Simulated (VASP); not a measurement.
Input:

```xyz
1
Lattice="0.0000 1.8144 1.8144 1.8144 0.0000 1.8144 1.8144 1.8144 0.0000" Properties=species:S:1:pos:R:3 pbc="T T T"
Cu     0.0000     0.0000     0.0000
```

These are PBE GGA, VASP's PBE PAW potentials (set 64) (plane waves; VASP) values and carry that method's errors. Run with 480 eV cut-off, 16×16×16 Γ-centred mesh, first-order Methfessel-Paxton smearing of 0.10 eV, potentials Cu.

Energy and stress use the plane-wave basis of the starting cell.

Problem. The ions, cell shape and volume at an external pressure of 20.0 GPa are relaxed. Predict the relaxed structure.

Solution. 
```xyz
1
Lattice="0.0000 1.7523 1.7523 1.7523 0.0000 1.7523 1.7523 1.7523 0.0000" Properties=species:S:1:pos:R:3 pbc="T T T"
Cu     3.5047     1.7523     1.7523
```
Space group Fm-3m (225), at a tolerance of 0.03 Å.

Problem. How do energy and volume change from the first to the last step?

Solution. The energy (σ→0) changes by +67.9 meV/atom and the volume by -9.9 %, in 4 ionic steps.

The compound is Cu in the fcc structure. This run relaxes it under an external pressure of 20 GPa. Symmetry was kept, so distortions that lower it aren't found.
